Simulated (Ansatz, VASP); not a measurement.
# Ge5As in VASP and in Ansatz

```xyz
6
Lattice="0.0000 3.9245 3.9245 3.9245 0.0000 3.9245 3.9245 3.9245 0.0000" Properties=species:S:1:pos:R:3 pbc="T T T"
Ge    6.8675    4.9061    4.9061
Ge    6.8675    6.8675    6.8675
Ge    1.9623    1.9623    1.9623
Ge    4.9061    4.9061    6.8675
Ge    4.9061    6.8675    4.9061
As    3.9245    3.9245    3.9245
```

Change from the starting cell: species swapped into the HfNi5 type (F-43m, No. 216).

Alike in both runs: functional PBE; k mesh 8 × 8 × 8; occupations gaussian, width 0.1 eV; no spin polarisation.

Ansatz relaxed the structure, and its values are those at the end. VASP's run is a single point on that final structure, the one shown.

```csv
,VASP,Ansatz
version,VASP 6.6.1,Ansatz 0.2.0
potentials or method,"VASP PAW PBE potentials, release 64 (Ge_d, As)","scalar-relativistic, plane waves, PAW"
plane-wave cutoff (eV),520,420
valence electrons in the cell,75,85
```

```csv
,VASP,Ansatz,Ansatz less VASP
gap on the k mesh at the Fermi level (eV),none,none,-
pressure (GPa),0.1,0.0,-0.07
```

A gap of «none» marks a metal or a gap that the smearing closes. With one functional, cell and mesh, what is left measures potentials, basis and numerics. The two sets of potentials don't hold the same shells in valence.
